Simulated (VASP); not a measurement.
Input:

```
CELL_PARAMETERS angstrom
     -1.54919     1.54919     1.54919
      1.54919    -1.54919     1.54919
      1.54919     1.54919    -1.54919
ATOMIC_POSITIONS crystal
  Mo 0.00000 0.00000 0.00000
```

The numbers are results of LDA (Ceperley-Alder, Perdew-Zunger), VASP's LDA PAW potentials (set 64) (plane waves; VASP), not measurements. Run with 500 eV cut-off, 16×16×16 Γ-centred mesh, first-order Methfessel-Paxton smearing of 0.10 eV, potentials Mo_sv.

Predict the energy per atom (σ→0), pressure, band gap (on the k-mesh) with the smallest direct gap where there is one.

The band gap (on the k-mesh) is none (metal, semimetal or under 0.01 eV), the energy per atom (σ→0) is -12.132 eV/atom and the pressure is 4.89 GPa.

Only differences to runs with the same potentials and settings are physical.

The compound is Mo in the bcc structure. It was relaxed first under an external pressure of 5 GPa.
